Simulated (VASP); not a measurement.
Consider the following.

```xyz
2
Lattice="0.0000 2.9305 2.9305 2.9305 0.0000 2.9305 2.9305 2.9305 0.0000" Properties=species:S:1:pos:R:3 pbc="T T T"
Ag     0.0000     2.9305     2.9305
Br     2.9305     2.9305     2.9305
```

Computed with optB86b-vdW, VASP's PBE PAW potentials (set 64) (plane waves; VASP). Numerical set-up: 520 eV cut-off, 8×8×8 Γ-centred mesh, Gaussian smearing of 0.050 eV, potentials Ag Br.

Problem. What does the run give for the energy per atom (σ→0), pressure, band gap (on the k-mesh) with the smallest direct gap where there is one?

Solution. 
```json
{
  "band gap (on the k-mesh)": "0.63 eV",
  "smallest direct gap (on the k-mesh)": "2.33 eV",
  "energy per atom (σ→0)": "-0.160 eV/atom",
  "pressure": "-2.38 GPa"
}
```

Total energies compare only between runs with the same potentials, cut-off and functional.

The compound is AgBr in the rock salt structure. This cell is one point of a volume scan, at 1.06 of the reference volume.
